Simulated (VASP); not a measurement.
Computed with r2SCAN+rVV10, VASP's PBE PAW potentials (set 64) (plane waves; VASP).

A VASP calculation is set up with these files.

### KPOINTS
```
Automatic
0
G
 8 8 8
0 0 0
```

### POSCAR
```
InAs
1
    0.0000000000     3.0121646496     3.0121646496
    3.0121646496     0.0000000000     3.0121646496
    3.0121646496     3.0121646496     0.0000000000
In As
1 1
Direct
  0.0000000000   0.0000000000   0.0000000000
  0.2500000000   0.2500000000   0.2500000000
```

INCAR:
```
! general
SYSTEM  =InAs
PREC    =Accurate
ENCUT   =520
LREAL   =.FALSE.
LASPH   =.TRUE.

! electronic loop
EDIFF   =1E-7
NELM    =100
ALGO    =Normal
LMAXMIX =4
LMIXTAU =.TRUE.

! smearing
ISMEAR  =0
SIGMA   =0.05

! functional
METAGGA =R2SCAN
LUSE_VDW=.TRUE.
BPARAM  =11.95
CPARAM  =0.0093

! ions
ISIF    =2

! output
LWAVE   =.FALSE.
LCHARG  =.FALSE.
```

POTCAR, in this order: In_d As (PBE.64 set). Program: vasp_std.

What VASP printed:

OSZICAR:
```
       N       E                     dE             d eps       ncg     rms          rms(c)
DAV:   1     0.822693678753E+02    0.82269E+02   -0.87939E+03   759   0.152E+03
DAV:   2    -0.324309558018E+02   -0.11470E+03   -0.11204E+03   794   0.328E+02
DAV:   3    -0.406856422729E+02   -0.82547E+01   -0.82002E+01   994   0.938E+01
DAV:   4    -0.409074838102E+02   -0.22184E+00   -0.22169E+00   908   0.170E+01
DAV:   5    -0.409162647469E+02   -0.87809E-02   -0.87805E-02  1094   0.286E+00    0.639E+00
DAV:   6    -0.374936365937E+02    0.34226E+01   -0.21134E+00   904   0.378E+01    0.325E+00
DAV:   7    -0.375050838056E+02   -0.11447E-01   -0.64017E-01   794   0.126E+01    0.163E+00
DAV:   8    -0.374616622634E+02    0.43422E-01   -0.36566E-01   754   0.831E+00    0.105E+00
DAV:   9    -0.374857302887E+02   -0.24068E-01   -0.21820E-02   884   0.190E+00    0.766E-01
DAV:  10    -0.374750290165E+02    0.10701E-01   -0.22255E-01   794   0.524E+00    0.573E-01
DAV:  11    -0.375195240505E+02   -0.44495E-01   -0.64870E-02   754   0.294E+00    0.212E-01
DAV:  12    -0.375224883375E+02   -0.29643E-02   -0.81027E-03   819   0.946E-01    0.201E-01
DAV:  13    -0.375175838804E+02    0.49045E-02   -0.30551E-03   759   0.790E-01    0.706E-02
DAV:  14    -0.375230162129E+02   -0.54323E-02   -0.36236E-03   764   0.683E-01    0.305E-02
DAV:  15    -0.375230383887E+02   -0.22176E-04   -0.30841E-04   934   0.216E-01    0.330E-02
DAV:  16    -0.375230824762E+02   -0.44087E-04   -0.23424E-05   792   0.568E-02    0.240E-02
DAV:  17    -0.375230953719E+02   -0.12896E-04   -0.27691E-06   956   0.179E-02    0.213E-02
DAV:  18    -0.375231079879E+02   -0.12616E-04   -0.15379E-05   804   0.453E-02    0.156E-02
DAV:  19    -0.375231064658E+02    0.15220E-05   -0.55924E-06   982   0.176E-02    0.152E-02
DAV:  20    -0.375231036146E+02    0.28512E-05   -0.61302E-06   779   0.265E-02    0.331E-02
DAV:  21    -0.375231043469E+02   -0.73227E-06   -0.16211E-07   830   0.502E-03    0.402E-02
DAV:  22    -0.375230997952E+02    0.45517E-05   -0.12584E-06   784   0.136E-02    0.130E-02
DAV:  23    -0.375231051336E+02   -0.53384E-05   -0.21308E-06   782   0.164E-02    0.983E-03
DAV:  24    -0.375231076771E+02   -0.25436E-05   -0.68567E-07   804   0.875E-03    0.651E-03
DAV:  25    -0.375231079603E+02   -0.28315E-06   -0.37152E-07   784   0.720E-03    0.197E-03
DAV:  26    -0.375231080109E+02   -0.50606E-07   -0.10647E-07   567   0.518E-03
   1 F= -.37523108E+02 E0= -.37523108E+02  d E =-.495076E-07
```

### OUTCAR
```
------------------------ aborting loop because EDIFF is reached ----------------------------------------
  FORCE on cell =-STRESS in cart. coord.  units (eV):
  Direction    XX          YY          ZZ          XY          YZ          ZX
  --------------------------------------------------------------------------------------
  Total        0.6769460      0.6769460      0.6769460      0.0000000     -0.0000000     -0.0000000
  in kB       19.8425958     19.8425958     19.8425958      0.0000000     -0.0000000     -0.0000000
  external PRESSURE =      19.8425958 kB  Pullay stress =       0.0000000 kB
  volume of cell :       54.66
      direct lattice vectors                 reciprocal lattice vectors
     0.000000000  3.012164650  3.012164650    -0.165993582  0.165993582  0.165993582
     3.012164650  0.000000000  3.012164650     0.165993582 -0.165993582  0.165993582
     3.012164650  3.012164650  0.000000000     0.165993582  0.165993582 -0.165993582
  FREE ENERGIE OF THE ION-ELECTRON SYSTEM (eV)
  ---------------------------------------------------
  free  energy   TOTEN  =       -37.5231080109 eV

  energy  without entropy=      -37.5231079614  energy(sigma->0) =      -37.52310799
```
(Selected blocks of OUTCAR.)

**OUTCAR**
```
 val. band max:        4.3783780675   @ k =   0.0000   0.0000   0.0000

 cond. band min:       4.6655944237   @ k =   0.0000   0.0000   0.0000


 Fermi energy:         4.5265172071

 k-point     1 :       0.0000    0.0000    0.0000
  band No.  band energies     occupation
      1     -10.4785      2.00000
      2     -10.4784      2.00000
      3     -10.4784      2.00000
      4     -10.3246      2.00000
      5     -10.3246      2.00000
      6      -8.0058      2.00000
      7       4.3784      1.99997
      8       4.3784      1.99997
      9       4.3784      1.99997
     10       4.6656      0.00008
     11       8.6379      0.00000
     12       8.6379      0.00000
     13       8.6379      0.00000

 k-point     2 :       0.1250    0.0000    0.0000
  band No.  band energies     occupation
      1     -10.5023      2.00000
      2     -10.4718      2.00000
      3     -10.4718      2.00000
      4     -10.3247      2.00000
      5     -10.3247      2.00000
      6      -7.8308      2.00000
      7       2.5851      2.00000
      8       4.1785      2.00000
      9       4.1785      2.00000
     10       5.8433      0.00000
     11       8.7978      0.00000
     12       8.9312      0.00000
     13       8.9312      0.00000

 k-point     3 :       0.2500    0.0000    0.0000
  band No.  band energies     occupation
      1     -10.5554      2.00000
      2     -10.4573      2.00000
      3     -10.4572      2.00000
      4     -10.3233      2.00000
      5     -10.3233      2.00000
      6      -7.3532      2.00000
      7       0.6377      2.00000
      8       3.7820      2.00000
      9       3.7820      2.00000
     10       6.0032      0.00000
     11       9.3759      0.00000
     12       9.3759      0.00000
     13       9.9646      0.00000

 k-point     4 :       0.3750    0.0000    0.0000
  band No.  band energies     occupation
      1     -10.6032      2.00000
      2     -10.4454      2.00000
      3     -10.4454      2.00000
...
```

Unless said otherwise, spin-orbit coupling is left out, though it shifts the bands of the heavy elements here.

The compound is InAs in the zinc blende structure. This cell is one point of a volume scan, at 0.97 of the reference volume.
